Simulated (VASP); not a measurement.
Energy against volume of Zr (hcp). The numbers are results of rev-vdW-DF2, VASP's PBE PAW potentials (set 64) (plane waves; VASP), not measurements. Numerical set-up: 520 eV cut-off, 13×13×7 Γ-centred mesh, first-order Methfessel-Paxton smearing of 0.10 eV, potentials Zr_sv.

Shape and ions are relaxed at each volume.

| V (Å³/atom) | E (eV/atom) |
|---|---|
| 22.180 | -6.23600 |
| 22.866 | -6.24286 |
| 23.552 | -6.23723 |
| 24.238 | -6.22055 |

### Question
Fit these four points and predict the energy of the run at 21.494 Å³/atom.

### Answer
A cubic in V^(−2/3), the third-order Birch-Murnaghan form, passes through the four points with V0 = 22.89 Å³/atom and B0 = 97 GPa, and gives -6.2150 eV/atom there. The run gave -6.2151 eV/atom, -0.1 meV/atom from the fit; all five points give B0 = 97 GPa.

The compound is Zr in the hcp structure. It was relaxed first.
